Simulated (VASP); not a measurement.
Data:

```
InAs
1.0
    0.00000     3.04497     3.04497
    3.04497     0.00000     3.04497
    3.04497     3.04497     0.00000
In As
1 1
Direct
  0.00000   0.00000   0.00000
  0.25000   0.25000   0.25000
```

Computed with rev-vdW-DF2, VASP's PBE PAW potentials (set 64) (plane waves; VASP). Run with 520 eV cut-off, 10×10×10 Γ-centred mesh, first-order Methfessel-Paxton smearing of 0.10 eV, potentials In_d As.

Question: Give the stress tensor in GPa (positive for a compressed cell).

Answer: 
```
1.64  0.00  0.00
0.00  1.64  0.00
0.00  0.00  1.64
```
The pressure is its mean diagonal, 1.64 GPa.

The compound is InAs in the zinc blende structure. This cell is one point of a volume scan, at 0.97 of the reference volume.
